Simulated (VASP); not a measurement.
# Ta2CoO6 with LDA + U: from relaxation to properties, part 2 of 8

Aim: relax Ta2CoO6 with LDA + U, compute its properties on that cell and hold them against experiment. The start is a cell from a database of measured crystal structures.

VASP 6.6.1; LDA, DFT+U (Co d 4 eV), spin-polarised from a ferromagnetic start; plane waves and PAW (Ta_pv, Co, O).

So far: Starting point; Relaxing cell and atoms (LDA + U).

### 2. Relaxing cell and atoms (LDA + U) (continued)

From OUTCAR (step 2):

```text
ion  position               nearest neighbor table
   1  0.000  0.000  0.330-  15 1.97  17 1.97  11 1.99  13 1.99   8 2.01  10 2.01   5 3.03   4 3.11

  LATTYP: Found a simple tetragonal cell.
 ALAT       =     4.7358000000
 C/A-ratio  =     1.9364838042

 Subroutine GETGRP returns: Found 16 space group operations
 (whereof  8 operations were pure point group operations)

The static configuration has the point symmetry D_2h.
 The point group associated with its full space group is D_4h.

 Found     12 irreducible k-points:

   k-points           NKPTS =     12   k-points in BZ     NKDIM =     12   number of bands    NBANDS=     97

   dimension x,y,z NGX =    36 NGY =   36 NGZ =   70
   dimension x,y,z NGXF=    72 NGYF=   72 NGZF=  140

   ENCUT  =  520.0 eV  38.22 Ry    6.18 a.u.   8.81  8.81 17.05*2*pi/ulx,y,z

   NELECT =     134.0000    total number of electrons

 k-points in reciprocal lattice and weights: Automatic mesh
   0.00000000  0.00000000  0.00000000       0.013
   0.20000000  0.00000000  0.00000000       0.053
   0.40000000  0.00000000  0.00000000       0.053
   0.20000000  0.20000000  0.00000000       0.053
   0.40000000  0.20000000  0.00000000       0.107
   0.40000000  0.40000000  0.00000000       0.053
   0.00000000  0.00000000  0.33333333       0.027
   0.20000000  0.00000000  0.33333333       0.107
   0.40000000  0.00000000  0.33333333       0.107
   0.20000000  0.20000000  0.33333333       0.107
   0.40000000  0.20000000  0.33333333       0.213
   0.40000000  0.40000000  0.33333333       0.107

atom =   5  type =  2  l = 2

 onsite density matrix

spin component  1

  0.9930  0.0000 -0.0266  0.0000  0.0000
  0.0000  0.9924  0.0000 -0.0244  0.0000
 -0.0266  0.0000  0.9840  0.0000 -0.0000
  0.0000 -0.0244  0.0000  0.9924  0.0000
  0.0000  0.0000 -0.0000  0.0000  0.9697

spin component  2

  0.5932  0.0000  0.3935  0.0000  0.0000
  0.0000  0.5598  0.0000  0.3984  0.0000
  0.3935  0.0000  0.5034  0.0000  0.0000
  0.0000  0.3984  0.0000  0.5598  0.0000
  0.0000  0.0000  0.0000  0.0000  0.0439

 occupancies and eigenvectors

  o =  0.0439  v =  0.0000  0.0000  0.0000  0.0000  0.0000  0.0000 -0.0000 -0.0000  0.0000  1.0000      0.0000  0.0000  0.0000  0.0000  0.0000  0.0000  0.0000  0.0000  0.0000  0.0000
  o =  0.1523  v =  0.0000  0.0000  0.0000  0.0000  0.0000 -0.6658 -0.0000  0.7461  0.0000  0.0000      0.0000  0.0000  0.0000  0.0000  0.0000  0.0000  0.0000  0.0000  0.0000  0.0000
  o =  0.1613  v =  0.0000  0.0000  0.0000  0.0000  0.0000  0.0000  0.7071  0.0000 -0.7071  0.0000      0.0000  0.0000  0.0000  0.0000  0.0000  0.0000  0.0000  0.0000  0.0000  0.0000
  o =  0.9443  v =  0.0000  0.0000  0.0000  0.0000  0.0000 -0.7461  0.0000 -0.6658  0.0000 -0.0000      0.0000  0.0000  0.0000  0.0000  0.0000  0.0000  0.0000  0.0000  0.0000  0.0000
  o =  0.9582  v =  0.0000  0.0000  0.0000  0.0000  0.0000  0.0000 -0.7071  0.0000 -0.7071 -0.0000      0.0000  0.0000  0.0000  0.0000  0.0000  0.0000  0.0000  0.0000  0.0000  0.0000
  o =  0.9615  v = -0.6451  0.0000 -0.7641  0.0000  0.0000  0.0000  0.0000  0.0000  0.0000  0.0000      0.0000  0.0000  0.0000  0.0000  0.0000  0.0000  0.0000  0.0000  0.0000  0.0000
  o =  0.9680  v =  0.0000 -0.7071  0.0000 -0.7071 -0.0000  0.0000  0.0000  0.0000  0.0000  0.0000      0.0000  0.0000  0.0000  0.0000  0.0000  0.0000  0.0000  0.0000  0.0000  0.0000
  o =  0.9697  v =  0.0000 -0.0000  0.0000  0.0000  1.0000  0.0000  0.0000  0.0000  0.0000  0.0000      0.0000  0.0000  0.0000  0.0000  0.0000  0.0000  0.0000  0.0000  0.0000  0.0000
  o =  1.0155  v = -0.7641  0.0000  0.6451  0.0000 -0.0000  0.0000  0.0000  0.0000  0.0000  0.0000      0.0000  0.0000  0.0000  0.0000  0.0000  0.0000  0.0000  0.0000  0.0000  0.0000
  o =  1.0168  v =  0.0000  0.7071  0.0000 -0.7071  0.0000  0.0000  0.0000  0.0000  0.0000  0.0000      0.0000  0.0000  0.0000  0.0000  0.0000  0.0000  0.0000  0.0000  0.0000  0.0000

atom =   6  type =  2  l = 2

 onsite density matrix

spin component  1

  0.9930  0.0000  0.0266  0.0000 -0.0000
  0.0000  0.9924  0.0000  0.0244  0.0000
  0.0266  0.0000  0.9840  0.0000 -0.0000
  0.0000  0.0244  0.0000  0.9924  0.0000
 -0.0000  0.0000 -0.0000  0.0000  0.9697

spin component  2

  0.5932  0.0000 -0.3935  0.0000  0.0000
  0.0000  0.5598  0.0000 -0.3984  0.0000
 -0.3935  0.0000  0.5034  0.0000 -0.0000
  0.0000 -0.3984  0.0000  0.5598  0.0000
  0.0000  0.0000 -0.0000  0.0000  0.0439

 occupancies and eigenvectors

  o =  0.0439  v =  0.0000  0.0000  0.0000  0.0000  0.0000  0.0000  0.0000  0.0000  0.0000  1.0000      0.0000  0.0000  0.0000  0.0000  0.0000  0.0000  0.0000  0.0000  0.0000  0.0000
  o =  0.1523  v =  0.0000  0.0000  0.0000  0.0000  0.0000 -0.6658  0.0000 -0.7461  0.0000  0.0000      0.0000  0.0000  0.0000  0.0000  0.0000  0.0000  0.0000  0.0000  0.0000  0.0000
  o =  0.1613  v =  0.0000  0.0000  0.0000  0.0000  0.0000  0.0000  0.7071  0.0000  0.7071 -0.0000      0.0000  0.0000  0.0000  0.0000  0.0000  0.0000  0.0000  0.0000  0.0000  0.0000
  o =  0.9443  v =  0.0000  0.0000  0.0000  0.0000  0.0000 -0.7461 -0.0000  0.6658  0.0000 -0.0000      0.0000  0.0000  0.0000  0.0000  0.0000  0.0000  0.0000  0.0000  0.0000  0.0000
  o =  0.9582  v =  0.0000  0.0000  0.0000  0.0000  0.0000 -0.0000  0.7071  0.0000 -0.7071 -0.0000      0.0000  0.0000  0.0000  0.0000  0.0000  0.0000  0.0000  0.0000  0.0000  0.0000
  o =  0.9615  v = -0.6451  0.0000  0.7641  0.0000 -0.0000  0.0000  0.0000  0.0000  0.0000  0.0000      0.0000  0.0000  0.0000  0.0000  0.0000  0.0000  0.0000  0.0000  0.0000  0.0000
  o =  0.9680  v =  0.0000 -0.7071  0.0000  0.7071  0.0000  0.0000  0.0000  0.0000  0.0000  0.0000      0.0000  0.0000  0.0000  0.0000  0.0000  0.0000  0.0000  0.0000  0.0000  0.0000
  o =  0.9697  v =  0.0000 -0.0000 -0.0000  0.0000 -1.0000  0.0000  0.0000  0.0000  0.0000  0.0000      0.0000  0.0000  0.0000  0.0000  0.0000  0.0000  0.0000  0.0000  0.0000  0.0000
  o =  1.0155  v = -0.7641  0.0000 -0.6451  0.0000  0.0000  0.0000  0.0000  0.0000  0.0000  0.0000      0.0000  0.0000  0.0000  0.0000  0.0000  0.0000  0.0000  0.0000  0.0000  0.0000
  o =  1.0168  v =  0.0000 -0.7071  0.0000 -0.7071  0.0000  0.0000  0.0000  0.0000  0.0000  0.0000      0.0000  0.0000  0.0000  0.0000  0.0000  0.0000  0.0000  0.0000  0.0000  0.0000

 average (electrostatic) potential at core
       1 -39.8947       2 -39.8947       3 -39.8947       4 -39.8947       5 -84.0106
       6 -84.0106       7 -71.9654       8 -71.9654       9 -71.9654      10 -71.9654
      11 -71.9695      12 -71.9695      13 -71.9695      14 -71.9695      15 -71.9695
      16 -71.9695      17 -71.9695      18 -71.9695

 E-fermi :   3.4702

 spin component 1
 k-point     1 :       0.0000    0.0000    0.0000
  band No.  band energies     occupation
    ...
     66       2.2024      1.00000
     67       2.2024      1.00000
     68       2.8826      1.00000
     69       3.1909      1.00000
     70       3.1909      1.00000
     71       5.9220      0.00000
     72       6.1255      0.00000
     73       6.8047      0.00000
     74       6.8865      0.00000
     75       7.0458      0.00000
    ...

 k-point     2 :       0.2000    0.0000    0.0000
  band No.  band energies     occupation
    ...
     66       2.1941      1.00000
     67       2.7185      1.00000
     68       2.8555      1.00000
     69       2.9003      1.00000
     70       3.0497      1.00000
     71       5.9173      0.00000
     72       6.2501      0.00000
     73       6.7049      0.00000
     74       6.9393      0.00000
     75       7.0689      0.00000
    ...

 k-point     3 :       0.4000    0.0000    0.0000
  band No.  band energies     occupation
    ...
     66       2.2852      1.00000
     67       2.7814      1.00000
     68       2.8131      1.00000
     69       2.8328      1.00000
     70       3.1064      1.00000
     71       6.0812      0.00000
     72       6.4655      0.00000
     73       6.4900      0.00000
     74       6.6705      0.00000
     75       7.0642      0.00000
    ...

 k-point     4 :       0.2000    0.2000    0.0000
  band No.  band energies     occupation
    ...
     66       2.1829      1.00000
     67       2.5606      1.00000
     68       2.7626      1.00000
     69       2.8946      1.00000
     70       3.0080      1.00000
     71       6.0405      0.00000
     72       6.3693      0.00000
     73       6.7589      0.00000
     74       6.8460      0.00000
     75       7.0191      0.00000
    ...

 k-point     5 :       0.4000    0.2000    0.0000
  band No.  band energies     occupation
    ...
     66       2.1412      1.00000
     67       2.6197      1.00000
     68       2.8717      1.00000
     69       2.9620      1.00000
     70       2.9889      1.00000
     71       6.2961      0.00000
     72       6.5494      0.00000
     73       6.5725      0.00000
     74       6.7844      0.00000
     75       7.0224      0.00000
    ...

 k-point     6 :       0.4000    0.4000    0.0000
  band No.  band energies     occupation
    ...
     66       2.1846      1.00000
     67       2.2560      1.00000
     68       2.5521      1.00000
     69       3.0625      1.00000
     70       3.0982      1.00000
     71       6.7112      0.00000
     72       6.7428      0.00000
     73       6.8260      0.00000
     74       7.0125      0.00000
     75       7.0255      0.00000
    ...

  Total        0.1077150      0.1077150      0.0111278      0.0000000      0.0000000      0.0000000
  in kB        0.8667206      0.8667206      0.0895388      0.0000000      0.0000000      0.0000000
  external PRESSURE =       0.6076600 kB  Pullay stress =       0.0000000 kB

  energy-cutoff  :      520.00
  volume of cell :      199.12
      direct lattice vectors                 reciprocal lattice vectors
     4.700323948 -0.000000000  0.000000000     0.212751294  0.000000000  0.000000000
    -0.000000000  4.700323948  0.000000000     0.000000000  0.212751294  0.000000000
     0.000000000  0.000000000  9.012640940     0.000000000  0.000000000  0.110955269

 POSITION                                       TOTAL-FORCE (eV/Angst)
 -----------------------------------------------------------------------------------
     -0.00000      4.70032      2.98082        -0.000000      0.000000      0.009581
      2.35016      2.35016      7.48714        -0.000000     -0.000000      0.009581
      2.35016      2.35016      1.52550        -0.000000      0.000000     -0.009581
     -0.00000      4.70032      6.03182        -0.000000      0.000000     -0.009581
     -0.00000      4.70032      9.01264        -0.000000      0.000000     -0.000000
      2.35016      2.35016      4.50632        -0.000000      0.000000     -0.000000
      1.44501      1.44501      9.01264         0.001480      0.001480     -0.000000
      0.90515      3.79517      4.50632        -0.001480      0.001480     -0.000000
      3.25531      3.25531      9.01264        -0.001480     -0.001480     -0.000000
      3.79517      0.90515      4.50632         0.001480     -0.001480     -0.000000
      1.39437      1.39437      2.94519        -0.002895     -0.002895      0.000057
      0.95579      3.74453      7.45151         0.002895     -0.002895      0.000057
      3.30595      3.30595      2.94519         0.002895      0.002895      0.000057
      3.74453      0.95579      7.45151        -0.002895      0.002895      0.000057
      3.74453      0.95579      1.56113        -0.002895      0.002895     -0.000057
      3.30595      3.30595      6.06745         0.002895      0.002895     -0.000057
      0.95579      3.74453      1.56113         0.002895     -0.002895     -0.000057
      1.39437      1.39437      6.06745        -0.002895     -0.002895     -0.000057
 -----------------------------------------------------------------------------------
    total drift:                               -0.000000      0.000000      0.000000

  FREE ENERGIE OF THE ION-ELECTRON SYSTEM (eV)
  ---------------------------------------------------
  free  energy   TOTEN  =      -176.2868860382 eV

  energy  without entropy=     -176.2868860382  energy(sigma->0) =     -176.28688604

 reached required accuracy - stopping structural energy minimisation

 total charge
# of ion       s       p       d       tot
------------------------------------------
    1        0.364   6.380   2.132   8.876
    2        0.364   6.380   2.132   8.876
    3        0.364   6.380   2.132   8.876
    4        0.364   6.380   2.132   8.876
    5        0.310   0.418   7.165   7.893
    6        0.310   0.418   7.165   7.893
    7        1.555   3.503   0.000   5.057
    8        1.555   3.503   0.000   5.057
    9        1.555   3.503   0.000   5.057
   10        1.555   3.503   0.000   5.057
   11        1.554   3.525   0.000   5.079
   12        1.554   3.525   0.000   5.079
   13        1.554   3.525   0.000   5.079
   14        1.554   3.525   0.000   5.079
   15        1.554   3.525   0.000   5.079
   16        1.554   3.525   0.000   5.079
   17        1.554   3.525   0.000   5.079
   18        1.554   3.525   0.000   5.079
--------------------------------------------------
tot         20.727  68.567  22.857 112.151

 magnetization (x)
# of ion       s       p       d       tot
------------------------------------------
    1        0.000   0.001   0.024   0.026
    2        0.000   0.001   0.024   0.026
    3        0.000   0.001   0.024   0.026
    4        0.000   0.001   0.024   0.026
    5        0.009   0.011   2.669   2.689
    6        0.009   0.011   2.669   2.689
    7        0.004   0.025   0.000   0.029
    8        0.004   0.025   0.000   0.029
    9        0.004   0.025   0.000   0.029
   10        0.004   0.025   0.000   0.029
   11        0.004   0.032   0.000   0.035
   12        0.004   0.032   0.000   0.035
   13        0.004   0.032   0.000   0.035
   14        0.004   0.032   0.000   0.035
   15        0.004   0.032   0.000   0.035
   16        0.004   0.032   0.000   0.035
   17        0.004   0.032   0.000   0.035
   18        0.004   0.032   0.000   0.035
--------------------------------------------------
tot          0.066   0.379   5.435   5.881

[... 6 further parts left out ...]
```

The magnetic state follows from one typed start and may not be the lowest. The gap is read on the k-mesh alone, so it is an upper bound where the band edges lie off the mesh. The run keeps the 16 symmetry operations of its start, so it cannot find a distortion of lower symmetry.

Relaxation path:

| step | energy less that of the first step (eV) | largest force (eV/Å) | pressure (GPa) | volume (Å³) |
| --- | --- | --- | --- | --- |
| 1 | 0.0000 | 0.1766 | -6.84 | 205.68 |
| 2 | 0.2616 | 1.3129 | 13.99 | 191.48 |
| 3 | -0.1275 | 0.4977 | 0.01 | 200.37 |
| 4 | -0.1574 | 0.0731 | -0.15 | 199.49 |
| 5 | -0.1577 | 0.0603 | -0.12 | 199.38 |
| 6 | -0.1577 | 0.0631 | -0.14 | 199.40 |
| 7 | -0.1588 | 0.0452 | 0.15 | 199.11 |
| 8 | -0.1589 | 0.0574 | 0.22 | 199.05 |
| 9 | -0.1593 | 0.0218 | -0.10 | 199.20 |
| 10 | -0.1594 | 0.0216 | -0.06 | 199.18 |
| 11 | -0.1595 | 0.0096 | 0.06 | 199.12 |

| conventional cell, symmetrised | before | after | change |
| --- | --- | --- | --- |
| a (Å) | 4.736 | 4.700 | -0.7 % |
| b (Å) | 4.736 | 4.700 | -0.7 % |
| c (Å) | 9.171 | 9.013 | -1.7 % |
| volume (Å³/atom) | 11.43 | 11.06 | -3.2 % |

The atoms that moved most (Å, as changes of fractional coordinates times the final cell):

| atom | dx | dy | dz | length |
| --- | --- | --- | --- | --- |
| O7 | -0.016 | -0.016 | 0.000 | 0.023 |
| O8 | 0.016 | -0.016 | 0.000 | 0.023 |
| O10 | -0.016 | 0.016 | 0.000 | 0.023 |
| O9 | 0.016 | 0.016 | 0.000 | 0.023 |
| O11 | 0.000 | 0.000 | 0.012 | 0.012 |
| O15 | 0.000 | 0.000 | -0.012 | 0.012 |
| O17 | 0.000 | 0.000 | -0.012 | 0.012 |
| O13 | 0.000 | 0.000 | 0.012 | 0.012 |

The relaxed structure:

```cif
data_structure
_symmetry_space_group_name_H-M 'P 1'
_symmetry_Int_Tables_number 1
_cell_length_a 4.7003
_cell_length_b 4.7003
_cell_length_c 9.0126
_cell_angle_alpha 90.000
_cell_angle_beta 90.000
_cell_angle_gamma 90.000
_cell_volume 199.12
loop_
_atom_site_label
_atom_site_type_symbol
_atom_site_fract_x
_atom_site_fract_y
_atom_site_fract_z
_atom_site_occupancy
Ta1 Ta 0.00000 0.00000 0.33074 1
Ta2 Ta 0.50000 0.50000 0.83074 1
Ta3 Ta 0.50000 0.50000 0.16926 1
Ta4 Ta 0.00000 0.00000 0.66926 1
Co5 Co 0.00000 0.00000 0.00000 1
Co6 Co 0.50000 0.50000 0.50000 1
O7 O 0.30743 0.30743 0.00000 1
O8 O 0.19257 0.80743 0.50000 1
O9 O 0.69257 0.69257 0.00000 1
O10 O 0.80743 0.19257 0.50000 1
O11 O 0.29665 0.29665 0.32678 1
O12 O 0.20335 0.79665 0.82678 1
O13 O 0.70335 0.70335 0.32678 1
O14 O 0.79665 0.20335 0.82678 1
O15 O 0.79665 0.20335 0.17322 1
O16 O 0.70335 0.70335 0.67322 1
O17 O 0.20335 0.79665 0.17322 1
O18 O 0.29665 0.29665 0.67322 1
```

This step gave:

```
electrons                                         : 134
bands                                             : 97
irreducible k-points                              : 12
symmetry operations                               : 16
free energy (TOTEN)                               : -176.2869 eV
Fermi energy                                      : 3.470 eV
pressure                                          : 0.06077 GPa
moment of the cell, from the last line of the log : 6 μB
metallic                                          : no
valence top at k                                  : 0.2, 0.2, 0.3333
conduction bottom at k                            : 0.4, 0, 0.3333
least direct gap at k                             : 0.4, 0, 0.3333
SCF cycles over all ionic steps                   : 82
gap on the k-mesh                                 : 2.556 eV
least direct gap on the k-mesh                    : 2.556 eV
```

Spin moment in the PAW sphere by atom:

| atom | spin moment in the PAW sphere (μB) |
| --- | --- |
| Ta1 | 0.03 |
| Ta2 | 0.03 |
| Ta3 | 0.03 |
| Ta4 | 0.03 |
| Co5 | 2.69 |
| Co6 | 2.69 |
| O7 | 0.03 |
| O8 | 0.03 |
| O9 | 0.03 |
| O10 | 0.03 |
| O11 | 0.04 |
| O12 | 0.04 |
| O13 | 0.04 |
| O14 | 0.04 |
| O15 | 0.04 |
| O16 | 0.04 |
| O17 | 0.04 |
| O18 | 0.04 |

It ends with a largest force of 0.010 eV/Å and a pressure of 0.06 GPa. The volume lies -3.2 % from that of the database's start, which holds the thermal and zero-point expansion of its experiment. LDA is known to overbind.

(Part 2 of 8 ends here.)

[Lines on the potential files, build, host, timing and source positions are cut from VASP's logs without a mark.]

[Logs are printed without paths, hosts, clocks, repeated set-up lines and the standing remarks that a program may print on its own settings, such as how far it seeks lower states.]

[Hosts, paths, dates, database ids (printed as entryN), source tags and the programs' standing remarks are cut or masked in the printed files.]

[A measured line is paired with the nearest computed mode of its activity, which favours agreement.]
